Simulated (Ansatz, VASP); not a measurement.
## CO2: VASP beside Ansatz

Aim: how closely do two programs agree when they are given the same cell, functional and k mesh? The cell is taken from a series of runs on this material, whose earlier steps may have relaxed, scaled, displaced or heated it; both programs get it as it stands.

Main program and level: Ansatz 0.2.0; plane waves, with VASP 6.6.1 beside it; G0W0 gap at r2SCAN.

## Step 1: Starting point

The structure is cubic, space group Pa-3 (No. 205). Conventional cell: a = 5.497 Å, b = 5.497 Å, c = 5.497 Å, α = 90.00°, β = 90.00°, γ = 90.00°. Nearest to C lie 2 O at 1.17 Å. Nearest to O lie 1 C at 1.17 Å. Farther neighbours and most contacts between anions are not listed.

Structure file:

```xyz
12
Lattice="5.4971 0.0000 0.0000 0.0000 5.4971 0.0000 0.0000 0.0000 5.4971" Properties=species:S:1:pos:R:3 pbc="T T T"
C     0.0000    0.0000    0.0000
C     2.7485    0.0000    2.7485
C     2.7485    2.7485    0.0000
C     0.0000    2.7485    2.7485
O     0.6736    0.6736    0.6736
O     2.0749    4.8235    3.4221
O     3.4221    2.0749    4.8235
O     4.8235    3.4221    2.0749
O     4.8235    4.8235    4.8235
O     3.4221    0.6736    2.0749
O     2.0749    3.4221    0.6736
O     0.6736    2.0749    3.4221
```

## Step 2: VASP: G0W0 gap, r2SCAN

Quasiparticle shifts depend on high empty states and on the cores, so they are the hardest test of two PAW sets.

Lines of VASP's logs that name or quote its potential files are left out, and so is its time.

The run reads the wave functions of an earlier VASP run, which isn't shown here.

Input file INCAR:

```
SYSTEM = CO2
PREC = Accurate
ENCUT = 440
ISMEAR = 0
SIGMA = 0.01
LREAL = .FALSE.
METAGGA = R2SCAN
LASPH = .TRUE.
NBANDS = 409
ALGO = EVGW0
NELMGW = 1
ENCUTGW = 100
NOMEGA = 64
PRECFOCK = Fast
NBANDSGW = 40
LWAVE = .FALSE.
LCHARG = .FALSE.
```

Input file POSCAR:

```
CO2
1.0
    5.4970732800      0.0000000000      0.0000000000
    0.0000000000      5.4970732800      0.0000000000
    0.0000000000      0.0000000000      5.4970732800
C O
4 8
Direct
    0.0000000000      0.0000000000      0.0000000000
    0.5000000000      0.0000000000      0.5000000000
    0.5000000000      0.5000000000      0.0000000000
    0.0000000000      0.5000000000      0.5000000000
    0.1225369800      0.1225369800      0.1225369800
    0.3774630200      0.8774630200      0.6225369800
    0.6225369800      0.3774630200      0.8774630200
    0.8774630200      0.6225369800      0.3774630200
    0.8774630200      0.8774630200      0.8774630200
    0.6225369800      0.1225369800      0.3774630200
    0.3774630200      0.6225369800      0.1225369800
    0.1225369800      0.3774630200      0.6225369800
```

Input file KPOINTS:

```
Automatic mesh
0
Gamma
2 2 2
0 0 0
```

Potentials, in the order of the species: C_GW and O_GW (PBE family, release 64).

Launch:

```
$ export OMP_NUM_THREADS=3
$ mpirun -np 1 vasp_std
```

Numbers of over 12 decimals in the logs are rounded to 6 here.

The program printed:

```text
[banner, memory and clock lines left out]
running    1 mpi-ranks, on    1 nodes
 distrk:  each k-point on    1 cores,    1 groups
 distr:  one band on    1 cores,    1 groups
 Offloading initialized ...    1 GPUs detected
 POSCAR found type information on POSCAR C O
 POSCAR found :  2 types and      12 ions
|                                                                             |
|               ----> ADVICE to this user running VASP <----                  |
|                                                                             |
|     You enforced a specific xc type in the INCAR file but a different       |
|     [... a line on the potential file left out ...]
|     I HOPE YOU KNOW WHAT YOU ARE DOING!                                     |
|                                                                             |

|                                                                             |
|           W    W    AA    RRRRR   N    N  II  N    N   GGGG   !!!           |
|           W    W   A  A   R    R  NN   N  II  NN   N  G    G  !!!           |
|           W    W  A    A  R    R  N N  N  II  N N  N  G       !!!           |
|           W WW W  AAAAAA  RRRRR   N  N N  II  N  N N  G  GGG   !            |
|           WW  WW  A    A  R   R   N   NN  II  N   NN  G    G                |
|           W    W  A    A  R    R  N    N  II  N    N   GGGG   !!!           |
|                                                                             |
|     The default for ENCUTGWSOFT is different in this version of VASP.       |
|     please manually set ENCUTGWSOFT =100 in the INCAR file.                 |
|                                                                             |

 LDA part: xc-table for (None), standard interpolation
 found WAVECAR, reading the header
 POSCAR, INCAR and KPOINTS ok, starting setup
 FFT: planning ... GRIDC
 FFT: planning ... GRID_SOFT
 FFT: planning ... GRID
 reading WAVECAR
 the WAVECAR file was read successfully
 initial charge from wavefunction
 available memory per node:   1661.15 GB, setting MAXMEM to   1701019

 The Fermi energy was updated, please check that it is located mid-gap
 values below the HOMO (VB) or above the LUMO (CB) will cause erroneous energies
 E-fermi :  -0.0090

 calculate exact exchange contribution
 the WAVEDER file was read successfully
energies w=
    0.000    0.000    0.643    0.000    1.284    0.000    1.923    0.000
    2.557    0.000    3.186    0.000    3.808    0.000    4.424    0.000
    5.031    0.000    5.631    0.000    6.222    0.000    6.805    0.000
    7.380    0.000    7.947    0.000    8.507    0.000    9.060    0.000
    9.608    0.000   10.151    0.000   10.690    0.000   11.226    0.000
   11.759    0.000   12.292    0.000   12.826    0.000   13.360    0.000
   13.898    0.000   14.440    0.000   14.988    0.000   15.543    0.000
   16.107    0.000   16.682    0.000   17.269    0.000   17.872    0.000
   18.493    0.000   19.133    0.000   19.797    0.000   20.486    0.000
   21.206    0.000   21.960    0.000   22.754    0.000   23.591    0.000
   24.480    0.000   25.427    0.000   26.441    0.000   27.532    0.000
   28.714    0.000   29.999    0.000   31.407    0.000   32.959    0.000
   34.681    0.000   36.607    0.000   38.780    0.000   41.253    0.000
   44.098    0.000   47.408    0.000   51.311    0.000   55.984    0.000
   61.681    0.000   68.778    0.000   77.860    0.000   89.883    0.000
  106.530    0.000  131.063    0.000  170.738    0.000  245.628    0.000
 responsefunction array rank=     389
 LDA part: xc-table for (None), standard interpolation

 min. memory requirement per mpi rank    619.1 MB, per node    619.1 MB

 allocating  64 responsefunctions rank=   389
 shmem allocating  64 responsefunctions rank=   389
 response function shared by NCSHMEM nodes    1
 Doing            64  frequencies on each core in blocks of            64
NQ=   1    0.0000    0.0000    0.0000,
|.........|.........|.........|.........|.........|.........|.........|.........
 performed        323000 updates of chi_q(r,r)
 total number of BLAS operations        392.11 Gflops
NQ=   2    0.5000    0.0000    0.0000,
|.........|.........|.........|.........|.........|.........|.........|.........
 performed        777000 updates of chi_q(r,r)
 total number of BLAS operations        884.82 Gflops
NQ=   3    0.5000    0.5000    0.0000,
|.........|.........|.........|.........|.........|.........|.........|.........
 performed       1231000 updates of chi_q(r,r)
 total number of BLAS operations       1388.30 Gflops
NQ=   4    0.5000    0.5000    0.5000,
|.........|.........|.........|.........|.........|.........|.........|.........
 performed       1554000 updates of chi_q(r,r)
 total number of BLAS operations       1724.12 Gflops
 resolving degeneracies of screened two electron integrals

 calculate QP shifts <psi_nk| G(iteration)W_0 |psi_nk>: iteration 1
 entering main loop
```

Parts of OUTCAR (step 2):

```text
ion  position               nearest neighbor table
   1  0.000  0.000  0.000-   5 1.17   9 1.17
   2  0.500  0.000  0.500-   6 1.17  10 1.17
   3  0.500  0.500  0.000-   7 1.17  11 1.17
   4  0.000  0.500  0.500-   8 1.17  12 1.17
   5  0.123  0.123  0.123-   1 1.17
   6  0.377  0.877  0.623-   2 1.17
   7  0.623  0.377  0.877-   3 1.17
   8  0.877  0.623  0.377-   4 1.17
   9  0.877  0.877  0.877-   1 1.17
  10  0.623  0.123  0.377-   2 1.17
  11  0.377  0.623  0.123-   3 1.17
  12  0.123  0.377  0.623-   4 1.17

  LATTYP: Found a simple cubic cell.
 ALAT       =     5.4970732800

 Subroutine GETGRP returns: Found 24 space group operations
 (whereof  6 operations were pure point group operations)

The static configuration has the point symmetry S_6 .
 The point group associated with its full space group is T_h .

 Found      4 irreducible k-points:

   k-points           NKPTS =      4   k-points in BZ     NKDIM =      8   number of bands    NBANDS=    409

   dimension x,y,z NGX =    40 NGY =   40 NGZ =   40
   dimension x,y,z NGXF=    80 NGYF=   80 NGZF=   80

   ENCUT  =  440.0 eV  32.34 Ry    5.69 a.u.   9.40  9.40  9.40*2*pi/ulx,y,z

   NELECT =      64.0000    total number of electrons

  energy-cutoff  :      440.00
  volume of cell :      166.11
      direct lattice vectors                 reciprocal lattice vectors
     5.497073280  0.000000000  0.000000000     0.181914984  0.000000000  0.000000000
     0.000000000  5.497073280  0.000000000     0.000000000  0.181914984  0.000000000
     0.000000000  0.000000000  5.497073280     0.000000000  0.000000000  0.181914984

 k-points in reciprocal lattice and weights: Automatic mesh
   0.00000000  0.00000000  0.00000000       0.125
   0.50000000  0.00000000  0.00000000       0.375
   0.50000000  0.50000000  0.00000000       0.375
   0.50000000  0.50000000  0.50000000       0.125

 E-fermi :  -0.0090

 QP shifts <psi_nk| G(iteration)W_0 |psi_nk>: iteration 1
 for sc-GW calculations column KS-energies equals QP-energies in previous step
 and V_xc(KS)=  KS-energies - (<T + V_ion + V_H > + <T+V_H+V_ion>^1  + <V_x>^1)
 k-point   1 :       0.0000    0.0000    0.0000
  band No.  KS-energies  QP-energies   sigma(KS)   V_xc(KS)     V^pw_x(r,r')   Z            occupation Imag(sigma)
    ...
     29      -3.9759      -5.7075     -21.9340     -19.8474     -24.8166       0.8299       2.0000       0.0469
     30      -3.9759      -5.7075     -21.9340     -19.8474     -24.8166       0.8299       2.0000       0.0469
     31      -3.7481      -5.4189     -22.2389     -20.2207     -25.1182       0.8279       2.0000       0.0471
     32      -3.7481      -5.4189     -22.2389     -20.2207     -25.1182       0.8279       2.0000       0.0471
     33       3.7300       5.2629      -8.3793     -10.1117      -5.4347       0.8848       0.0000      -0.0471
     34       4.8981       7.9566     -12.1308     -15.7315      -9.6969       0.8494       0.0000      -0.0540
     35       4.8981       7.9566     -12.1308     -15.7315      -9.6969       0.8494       0.0000      -0.0540
     36       4.8981       7.9566     -12.1308     -15.7315      -9.6969       0.8494       0.0000      -0.0540
    ...

 k-point   2 :       0.5000    0.0000    0.0000
  band No.  KS-energies  QP-energies   sigma(KS)   V_xc(KS)     V^pw_x(r,r')   Z            occupation Imag(sigma)
    ...
     29      -4.0961      -5.8506     -21.8059     -19.6888     -24.6988       0.8288       2.0000       0.0470
     30      -4.0961      -5.8506     -21.8059     -19.6888     -24.6988       0.8288       2.0000       0.0470
     31      -3.8335      -5.5220     -22.1465     -20.1078     -25.0321       0.8282       2.0000       0.0471
     32      -3.8335      -5.5220     -22.1465     -20.1078     -25.0321       0.8282       2.0000       0.0471
     33       4.8387       7.7571     -11.6275     -15.0512      -9.0944       0.8524       0.0000      -0.0532
     34       4.8387       7.7571     -11.6275     -15.0512      -9.0944       0.8524       0.0000      -0.0532
     35       5.1061       7.9812     -11.4819     -14.8540      -8.8334       0.8526       0.0000      -0.0576
     36       5.1061       7.9812     -11.4819     -14.8540      -8.8334       0.8526       0.0000      -0.0576
    ...

 k-point   3 :       0.5000    0.5000    0.0000
  band No.  KS-energies  QP-energies   sigma(KS)   V_xc(KS)     V^pw_x(r,r')   Z            occupation Imag(sigma)
    ...
     29      -4.0638      -5.8113     -21.8456     -19.7388     -24.7407       0.8294       2.0000       0.0472
     30      -4.0638      -5.8113     -21.8456     -19.7388     -24.7407       0.8294       2.0000       0.0472
     31      -4.0638      -5.8113     -21.8456     -19.7388     -24.7407       0.8294       2.0000       0.0472
     32      -4.0638      -5.8113     -21.8456     -19.7388     -24.7407       0.8294       2.0000       0.0472
     33       4.8347       7.7153     -11.5415     -14.9162      -9.0009       0.8536       0.0000      -0.0531
     34       4.8347       7.7153     -11.5415     -14.9162      -9.0009       0.8536       0.0000      -0.0531
     35       4.8347       7.7153     -11.5415     -14.9162      -9.0009       0.8536       0.0000      -0.0531
     36       4.8347       7.7153     -11.5415     -14.9162      -9.0009       0.8536       0.0000      -0.0531
    ...

 k-point   4 :       0.5000    0.5000    0.5000
  band No.  KS-energies  QP-energies   sigma(KS)   V_xc(KS)     V^pw_x(r,r')   Z            occupation Imag(sigma)
    ...
     29      -4.1139      -5.8795     -21.7038     -19.5744     -24.5807       0.8291       2.0000       0.0468
     30      -4.1139      -5.8795     -21.7038     -19.5744     -24.5807       0.8291       2.0000       0.0468
     31      -4.1139      -5.8795     -21.7038     -19.5744     -24.5807       0.8291       2.0000       0.0468
     32      -4.1139      -5.8795     -21.7038     -19.5744     -24.5807       0.8291       2.0000       0.0468
     33       4.8208       7.8589     -12.0349     -15.6048      -9.6068       0.8510       0.0000      -0.0530
     34       4.8208       7.8589     -12.0349     -15.6048      -9.6068       0.8510       0.0000      -0.0530
     35       4.8208       7.8589     -12.0349     -15.6048      -9.6068       0.8510       0.0000      -0.0530
     36       4.8208       7.8589     -12.0349     -15.6048      -9.6068       0.8510       0.0000      -0.0530
    ...
```

(Continued in part 2 of 2.)

[Lines on the potential files, build, host, timing and source positions are cut from VASP's logs without a mark.]

[Logs are printed without paths, hosts, clocks, repeated set-up lines and the standing remarks that a program may print on its own settings, such as how far it seeks lower states.]

[Hosts, paths, dates, database ids (printed as entryN), source tags and the programs' standing remarks are cut or masked in the printed files.]
